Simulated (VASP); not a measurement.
Input:

```
Li2Se
1.0
    0.00000     3.04138     3.04138
    3.04138     0.00000     3.04138
    3.04138     3.04138     0.00000
Li Se
2 1
Cartesian
  1.52069   1.52069   1.52069
  4.56207   4.56207   4.56207
  0.00000   0.00000   0.00000
```

These are RPBE GGA, VASP's PBE PAW potentials (set 64) (plane waves; VASP) values and carry that method's errors. Numerical set-up: 520 eV cut-off, 6×6×6 Γ-centred mesh, Gaussian smearing of 0.050 eV, potentials Li_sv Se.

**Question.** Predict the energy per atom (σ→0), band gap (on the k-mesh) with the smallest direct gap where there is one.

**Answer.** 
- band gap (on the k-mesh) = 3.15 eV
- smallest direct gap (on the k-mesh) = 3.40 eV
- energy per atom (σ→0) = -3.530 eV/atom

The compound is Li2Se in the antifluorite structure. It was relaxed first. The start is the result of an earlier pass.
